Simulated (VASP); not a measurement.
These are PBE GGA, VASP's PBE PAW potentials (set 64) (plane waves; VASP) values and carry that method's errors.

Input for VASP

File POSCAR:
```
Ga35CN35
1
    4.8683178924    -8.4321738171     0.0000000000
    4.8683178924     8.4321738171     0.0000000000
    0.0000000000     0.0000000000    10.5562839808
Ga N C
35 35 1
Direct
  0.2222220000   0.1111110000   0.2500000000
  0.1111110000   0.2222220000   0.0000000000
  0.2222220000   0.1111110000   0.7500000000
  0.1143040000   0.2292750000   0.4991640000
  0.2241610000   0.4468770000   0.2463860000
  0.1111110000   0.5555560000   0.0000000000
  0.2222220000   0.4444440000   0.7500000000
  0.1165750000   0.5592320000   0.4976270000
  0.2222220000   0.7777780000   0.2500000000
  0.1111110000   0.8888890000   0.0000000000
  0.2222220000   0.7777780000   0.7500000000
  0.1111110000   0.8888890000   0.5000000000
  0.5555560000   0.1111110000   0.2500000000
  0.4444440000   0.2222220000   0.0000000000
  0.5555560000   0.1111110000   0.7500000000
  0.4444440000   0.2222220000   0.5000000000
  0.5555560000   0.4444440000   0.2500000000
  0.4444440000   0.5555560000   0.0000000000
  0.5555560000   0.4444440000   0.7500000000
  0.5555560000   0.7777780000   0.2500000000
  0.4444440000   0.8888890000   0.0000000000
  0.5555560000   0.7777780000   0.7500000000
  0.4444440000   0.8888890000   0.5000000000
  0.8888890000   0.1111110000   0.2500000000
  0.7777780000   0.2222220000   0.0000000000
  0.8888890000   0.1111110000   0.7500000000
  0.7777780000   0.2222220000   0.5000000000
  0.8888890000   0.4444440000   0.2500000000
  0.7777780000   0.5555560000   0.0000000000
  0.8888890000   0.4444440000   0.7500000000
  0.7777780000   0.5555560000   0.5000000000
  0.8888890000   0.7777780000   0.2500000000
  0.7777780000   0.8888890000   0.0000000000
  0.8888890000   0.7777780000   0.7500000000
  0.7777780000   0.8888890000   0.5000000000
  0.2230240000   0.1109330000   0.4369140000
  0.1127640000   0.2231290000   0.1907720000
  0.2222220000   0.1111110000   0.9385000000
  0.1115730000   0.2263300000   0.6907780000
  0.1104000000   0.5608080000   0.1861460000
  0.2222220000   0.4444440000   0.9385000000
  0.1071780000   0.5575270000   0.6880230000
  0.2218370000   0.7736460000   0.4382230000
  0.1111110000   0.8888890000   0.1885000000
  0.2222220000   0.7777780000   0.9385000000
  0.1111110000   0.8888890000   0.6885000000
  0.5555560000   0.1111110000   0.4385000000
  0.4444440000   0.2222220000   0.1885000000
  0.5555560000   0.1111110000   0.9385000000
  0.4444440000   0.2222220000   0.6885000000
  0.5521950000   0.4450430000   0.4363450000
  0.4401540000   0.5520230000   0.1862590000
  0.5555560000   0.4444440000   0.9385000000
  0.4470790000   0.5581550000   0.6840950000
  0.5564240000   0.7784710000   0.4365870000
  0.4444440000   0.8888890000   0.1885000000
  0.5555560000   0.7777780000   0.9385000000
  0.4444440000   0.8888890000   0.6885000000
  0.8888890000   0.1111110000   0.4385000000
  0.7777780000   0.2222220000   0.1885000000
  0.8888890000   0.1111110000   0.9385000000
  0.7777780000   0.2222220000   0.6885000000
  0.8888890000   0.4444440000   0.4385000000
  0.7777780000   0.5555560000   0.1885000000
  0.8888890000   0.4444440000   0.9385000000
  0.7777780000   0.5555560000   0.6885000000
  0.8888890000   0.7777780000   0.4385000000
  0.7777780000   0.8888890000   0.1885000000
  0.8888890000   0.7777780000   0.9385000000
  0.7777780000   0.8888890000   0.6885000000
  0.4483370000   0.5539200000   0.5005900000
```

File KPOINTS:
```
K-points
0
Gamma
 1 1 1
```

INCAR:
```
! general
SYSTEM   =  Ga35CN35
PREC     =  Normal
ENCUT    =  400
LREAL    =  Auto
LASPH    =  .TRUE.
ISYM     =  0

! electronic loop
EDIFF    =  1E-5
NELM     =  100
NELMIN   =  4
ALGO     =  Fast
LMAXMIX  =  4

! smearing
ISMEAR   =  0
SIGMA    =  0.05

! functional
GGA      =  PE

! ions
IBRION   =  2
NSW      =  70
ISIF     =  2
EDIFFG   =  -0.03

! output
LWAVE    =  .TRUE.
LCHARG   =  .FALSE.
```

POTCAR, in this order: Ga N C (PBE.64 set). Program: vasp_gam.

Output

File OSZICAR:
```
...
RMM:   3    -0.425733013221E+03   -0.10664E-02   -0.13465E-02   393   0.236E-01    0.131E-01
RMM:   4    -0.425732875389E+03    0.13783E-03   -0.16699E-03   361   0.915E-02    0.544E-02
RMM:   5    -0.425732879870E+03   -0.44811E-05   -0.45979E-04   377   0.457E-02    0.189E-02
RMM:   6    -0.425732887687E+03   -0.78165E-05   -0.12356E-04   345   0.212E-02    0.944E-03
RMM:   7    -0.425732888934E+03   -0.12475E-05   -0.18118E-05   223   0.907E-03
  26 F= -.42573289E+03 E0= -.42573289E+03  d E =-.124963E-01
       N       E                     dE             d eps       ncg     rms          rms(c)
DAV:   1    -0.425732646497E+03    0.24119E-03   -0.13320E+00   360   0.286E+00    0.213E-01
RMM:   2    -0.425734840339E+03   -0.21938E-02   -0.25802E-02   356   0.335E-01    0.939E-02
RMM:   3    -0.425735151044E+03   -0.31071E-03   -0.39206E-03   392   0.129E-01    0.707E-02
RMM:   4    -0.425735118047E+03    0.32997E-04   -0.58452E-04   359   0.526E-02    0.300E-02
RMM:   5    -0.425735120657E+03   -0.26099E-05   -0.13551E-04   360   0.239E-02    0.124E-02
RMM:   6    -0.425735122547E+03   -0.18896E-05   -0.26120E-05   233   0.104E-02
  27 F= -.42573512E+03 E0= -.42573512E+03  d E =-.147299E-01
       N       E                     dE             d eps       ncg     rms          rms(c)
DAV:   1    -0.425736951422E+03   -0.18308E-02   -0.36814E+00   356   0.487E+00    0.332E-01
RMM:   2    -0.425742706189E+03   -0.57548E-02   -0.66750E-02   356   0.556E-01    0.149E-01
RMM:   3    -0.425743513027E+03   -0.80684E-03   -0.11167E-02   398   0.218E-01    0.114E-01
RMM:   4    -0.425743347607E+03    0.16542E-03   -0.13092E-03   358   0.842E-02    0.428E-02
RMM:   5    -0.425743355093E+03   -0.74864E-05   -0.37409E-04   385   0.419E-02    0.167E-02
RMM:   6    -0.425743358475E+03   -0.33819E-05   -0.95126E-05   340   0.196E-02
  28 F= -.42574336E+03 E0= -.42574336E+03  d E =-.823593E-02
       N       E                     dE             d eps       ncg     rms          rms(c)
DAV:   1    -0.425742991192E+03    0.36390E-03   -0.66080E-01   376   0.206E+00    0.141E-01
RMM:   2    -0.425744033583E+03   -0.10424E-02   -0.11986E-02   356   0.236E-01    0.632E-02
RMM:   3    -0.425744181821E+03   -0.14824E-03   -0.20054E-03   399   0.928E-02    0.479E-02
RMM:   4    -0.425744156467E+03    0.25354E-04   -0.26124E-04   357   0.373E-02    0.174E-02
RMM:   5    -0.425744158923E+03   -0.24562E-05   -0.65864E-05   296   0.178E-02
  29 F= -.42574416E+03 E0= -.42574416E+03  d E =-.903638E-02
       N       E                     dE             d eps       ncg     rms          rms(c)
DAV:   1    -0.425744152903E+03    0.35646E-05   -0.23238E+00   360   0.395E+00    0.282E-01
RMM:   2    -0.425747727174E+03   -0.35743E-02   -0.43219E-02   356   0.459E-01    0.124E-01
RMM:   3    -0.425748284207E+03   -0.55703E-03   -0.74600E-03   401   0.180E-01    0.954E-02
RMM:   4    -0.425748180941E+03    0.10327E-03   -0.90615E-04   360   0.711E-02    0.399E-02
RMM:   5    -0.425748175200E+03    0.57409E-05   -0.24073E-04   370   0.352E-02    0.146E-02
RMM:   6    -0.425748179973E+03   -0.47722E-05   -0.64797E-05   291   0.163E-02
  30 F= -.42574818E+03 E0= -.42574818E+03  d E =-.402105E-02
       N       E                     dE             d eps       ncg     rms          rms(c)
DAV:   1    -0.425748183855E+03   -0.86549E-05   -0.35356E-03   424   0.154E-01    0.115E-02
RMM:   2    -0.425748190108E+03   -0.62526E-05   -0.70240E-05   293   0.186E-02    0.519E-03
RMM:   3    -0.425748191157E+03   -0.10493E-05   -0.11379E-05   216   0.773E-03    0.387E-03
RMM:   4    -0.425748191264E+03   -0.10695E-06   -0.24749E-06   200   0.339E-03
  31 F= -.42574819E+03 E0= -.42574819E+03  d E =-.403234E-02
       N       E                     dE             d eps       ncg     rms          rms(c)
DAV:   1    -0.425748864485E+03   -0.67333E-03   -0.97209E-01   360   0.257E+00    0.180E-01
RMM:   2    -0.425750281421E+03   -0.14169E-02   -0.17673E-02   356   0.295E-01    0.773E-02
RMM:   3    -0.425750461434E+03   -0.18001E-03   -0.30077E-03   394   0.116E-01    0.577E-02
RMM:   4    -0.425750411777E+03    0.49657E-04   -0.40175E-04   361   0.469E-02    0.219E-02
RMM:   5    -0.425750413836E+03   -0.20589E-05   -0.10972E-04   366   0.230E-02    0.933E-03
RMM:   6    -0.425750414614E+03   -0.77820E-06   -0.25380E-05   229   0.109E-02
  32 F= -.42575041E+03 E0= -.42575041E+03  d E =-.222335E-02
       N       E                     dE             d eps       ncg     rms          rms(c)
DAV:   1    -0.425750426687E+03   -0.12851E-04   -0.23097E-02   408   0.397E-01    0.279E-02
RMM:   2    -0.425750461676E+03   -0.34989E-04   -0.42380E-04   356   0.458E-02    0.123E-02
RMM:   3    -0.425750466411E+03   -0.47350E-05   -0.73390E-05   303   0.183E-02    0.895E-03
RMM:   4    -0.425750465565E+03    0.84554E-06   -0.10687E-05   215   0.768E-03
  33 F= -.42575047E+03 E0= -.42575047E+03  d E =-.227430E-02
       N       E                     dE             d eps       ncg     rms          rms(c)
DAV:   1    -0.425750375875E+03    0.90535E-04   -0.84005E-01   360   0.241E+00    0.185E-01
RMM:   2    -0.425751748467E+03   -0.13726E-02   -0.16788E-02   356   0.289E-01    0.817E-02
RMM:   3    -0.425751927746E+03   -0.17928E-03   -0.28076E-03   395   0.112E-01    0.608E-02
RMM:   4    -0.425751879213E+03    0.48532E-04   -0.40071E-04   361   0.459E-02    0.267E-02
RMM:   5    -0.425751877520E+03    0.16930E-05   -0.99718E-05   360   0.220E-02
  34 F= -.42575188E+03 E0= -.42575188E+03  d E =-.141196E-02
       N       E                     dE             d eps       ncg     rms          rms(c)
DAV:   1    -0.425751883208E+03   -0.39944E-05   -0.78283E-03   408   0.233E-01    0.175E-02
RMM:   2    -0.425751893825E+03   -0.10617E-04   -0.14036E-04   353   0.261E-02    0.717E-03
RMM:   3    -0.425751894683E+03   -0.85801E-06   -0.18687E-05   221   0.982E-03    0.465E-03
RMM:   4    -0.425751894395E+03    0.28804E-06   -0.33546E-06   214   0.405E-03
  35 F= -.42575189E+03 E0= -.42575189E+03  d E =-.142883E-02
       N       E                     dE             d eps       ncg     rms          rms(c)
DAV:   1    -0.425751781751E+03    0.11293E-03   -0.68608E-01   356   0.217E+00    0.145E-01
RMM:   2    -0.425752792798E+03   -0.10110E-02   -0.12300E-02   356   0.250E-01    0.676E-02
RMM:   3    -0.425752938146E+03   -0.14535E-03   -0.22167E-03   403   0.980E-02    0.489E-02
RMM:   4    -0.425752898098E+03    0.40048E-04   -0.27321E-04   361   0.392E-02    0.170E-02
RMM:   5    -0.425752898982E+03   -0.88381E-06   -0.67746E-05   324   0.190E-02
  36 F= -.42575290E+03 E0= -.42575290E+03  d E =-.100459E-02
       N       E                     dE             d eps       ncg     rms          rms(c)
DAV:   1    -0.425752902515E+03   -0.44165E-05   -0.11397E-02   400   0.279E-01    0.180E-02
RMM:   2    -0.425752916559E+03   -0.14045E-04   -0.18226E-04   356   0.303E-02    0.794E-03
RMM:   3    -0.425752917898E+03   -0.13388E-05   -0.27033E-05   244   0.116E-02    0.510E-03
RMM:   4    -0.425752917532E+03    0.36674E-06   -0.45321E-06   212   0.481E-03
  37 F= -.42575292E+03 E0= -.42575292E+03  d E =-.102314E-02
       N       E                     dE             d eps       ncg     rms          rms(c)
DAV:   1    -0.425753230751E+03   -0.31285E-03   -0.29810E-01   356   0.143E+00    0.101E-01
RMM:   2    -0.425753638045E+03   -0.40729E-03   -0.52778E-03   356   0.165E-01    0.434E-02
RMM:   3    -0.425753702301E+03   -0.64257E-04   -0.95280E-04   400   0.643E-02    0.333E-02
RMM:   4    -0.425753685890E+03    0.16411E-04   -0.11999E-04   359   0.258E-02    0.129E-02
RMM:   5    -0.425753685589E+03    0.30115E-06   -0.32300E-05   244   0.130E-02
  38 F= -.42575369E+03 E0= -.42575369E+03  d E =-.768058E-03
```

File OUTCAR:
```
------------------------ aborting loop because EDIFF is reached ----------------------------------------
  FORCE on cell =-STRESS in cart. coord.  units (eV):
  Direction    XX          YY          ZZ          XY          YZ          ZX
  --------------------------------------------------------------------------------------
  Total       -6.0349013    -13.4283675    -19.4712523     -6.6347395     -2.0317091      3.5411057
  in kB      -11.1563264    -24.8241428    -35.9952278    -12.2652081     -3.7558874      6.5462099
  external PRESSURE =     -23.9918990 kB  Pullay stress =       0.0000000 kB
  volume of cell :      866.68
      direct lattice vectors                 reciprocal lattice vectors
     4.868317892 -8.432173817  0.000000000     0.102704879 -0.059296690  0.000000000
     4.868317892  8.432173817  0.000000000     0.102704879  0.059296690  0.000000000
     0.000000000  0.000000000 10.556283981     0.000000000  0.000000000  0.094730305
  FREE ENERGIE OF THE ION-ELECTRON SYSTEM (eV)
  ---------------------------------------------------
  free  energy   TOTEN  =      -425.7536855893 eV

  energy  without entropy=     -425.7536855893  energy(sigma->0) =     -425.75368559

 reached required accuracy - stopping structural energy minimisation
```
(Selected blocks of OUTCAR.)

File CONTCAR:
```
Ga35CN35
   1.00000000000000
     4.8683178924000003   -8.4321738171000007    0.0000000000000000
     4.8683178924000003    8.4321738171000007    0.0000000000000000
     0.0000000000000000    0.0000000000000000   10.5562839808000000
  Ga              N               C
    35    35     1
Direct
     0.2205002821366484    0.1117451444071860    0.2491468881010168
     0.1086437718521736    0.2210792383913583    0.0002973673892989
     0.2235209161335785    0.1140496244739528    0.7495567591761105
     0.1066116904069016    0.2303768864849979    0.4928174302641756
     0.2086641091640942    0.4378101970872504    0.2519738230235316
     0.1086187644252223    0.5546560461514597    0.0003559181835784
     0.2194329123638412    0.4432463875055928    0.7488886947550036
     0.1066121969303862    0.5431903183913358    0.4927092518615785
     0.2205291140308236    0.7759312530328522    0.2491625586238981
     0.1128293299534368    0.8898542133550711    0.9997046553529503
     0.2234858090902738    0.7764481043373924    0.7494698169662857
     0.1169890933952541    0.8919425803664141    0.5010152529056715
     0.5515059234194376    0.1093470012431005    0.2503245785775617
     0.4440232023691728    0.2249020887371714    0.0006939690202151
     0.5549940425471123    0.1110755602153991    0.7516967583492796
     0.4413316301331077    0.2285557313323518    0.5023485139800632
     0.5496373721781799    0.4499950313820614    0.2544223730954302
     0.4400268281274423    0.5536246133051393    0.9989968739745932
     0.5607628731863432    0.4460049532110245    0.7446309656328645
     0.5495313058040020    0.7668711174276334    0.2544792256359836
     0.4440143882486552    0.8863692424842241    0.0006558324477145
     0.5606171544626621    0.7818468663944181    0.7445636192495807
     0.4413638506036275    0.8799893670286754    0.5022881891334244
     0.8798024927324056    0.1055336406922778    0.2484325104781472
     0.7755772469018556    0.2213437004274235    0.9996621321079009
     0.8910417052893204    0.1144754707345565    0.7502035776854195
     0.7689854039154733    0.2179822722138793    0.5012275793191471
     0.8798765707908111    0.4414225471124802    0.2484461395829865
     0.7750134552535691    0.5556704822035570    0.9995292595886167
     0.8911472382917361    0.4436211485818591    0.7501894555891701
     0.7881470063447562    0.5647077475382792    0.5040296755387913
     0.8894413844578403    0.7781764671508157    0.2485917670647055
     0.7750467673792956    0.8866077525636389    0.9996742530042173
     0.8941795007752980    0.7806050847655001    0.7530716500544357
     0.7881541574335960    0.8905604681920980    0.5040305069082477
     0.2212163941244220    0.1186441557453383    0.4377384873317091
     0.1035764279977059    0.2176979961270449    0.1892006289976375
     0.2215267637241420    0.1127068802878899    0.9382507903042823
     0.1142399676955795    0.2264451919848750    0.6818703917161858
     0.1035521707838330    0.5530241877972628    0.1892928252153817
     0.2194910498876519    0.4433276632667796    0.9362098267742464
     0.1141911358154774    0.5548422719554518    0.6817982800925672
     0.2212986712014200    0.7695760581696329    0.4377598970428275
     0.1121355977297614    0.8896265334679122    0.1882641878897552
     0.2215389945406403    0.7758566388487385    0.9382214326647286
     0.1154036141292514    0.8912151956472418    0.6885627021650150
     0.5472693412948151    0.1072155109967468    0.4392059642964962
     0.4443177493352912    0.2270388959573042    0.1922165254123675
     0.5523835091448055    0.1097934515544724    0.9399407473171770
     0.4455493331106289    0.2242601977864416    0.6882553388749361
     0.5513652501685882    0.4808863442336607    0.4527834293473930
     0.4301910343992308    0.5486825906265388    0.1898815688713758
     0.5532274997686650    0.4466629229245507    0.9334033985997435
     0.4864323876514499    0.5767552422111231    0.6426338548492377
     0.5512420069274329    0.7374953423109077    0.4527866899078188
     0.4443374608739042    0.8845757292082661    0.1921909222116304
     0.5532803630827392    0.7738008167649612    0.9334524376237404
     0.4456074108678799    0.8885507950379136    0.6882449327065409
     0.8797385166362763    0.1065756653408233    0.4371838191463955
     0.7728462293146434    0.2199888746817143    0.1876872313426457
     0.8875093995301746    0.1102244183729863    0.9384983366542866
     0.7767910739692885    0.2219279621167735    0.6889131545304814
     0.8796579486714845    0.4401594297811297    0.4372171187080217
     0.7702720150458671    0.5548258963076100    0.1898356786716753
     0.8874667604350823    0.4444162815640612    0.9384673156866152
     0.7850200113439622    0.5587227502878683    0.6898782482844300
     0.8970494223802790    0.7820682421087832    0.4374534825209084
     0.7703152961211723    0.8824843185393684    0.1899665541944034
     0.8899213914036909    0.7785623114613995    0.9404026591868744
     0.7849246283656304    0.8932806772586008    0.6899113440828011
     0.5204606819987830    0.5938322103453912    0.5155409741560352
```

At this cut-off the stress carries a Pulay error, which pulls relaxed volumes low. The supercell is sampled at Γ alone, which is coarse: total energies, pressure and levels can be off, energies of defects by several tenths of an eV.

The cell is a supercell with a defect, built from GaN (wurtzite): C_Ga-vac_N. The run is not spin-polarised, so no state with unpaired spins was tried.
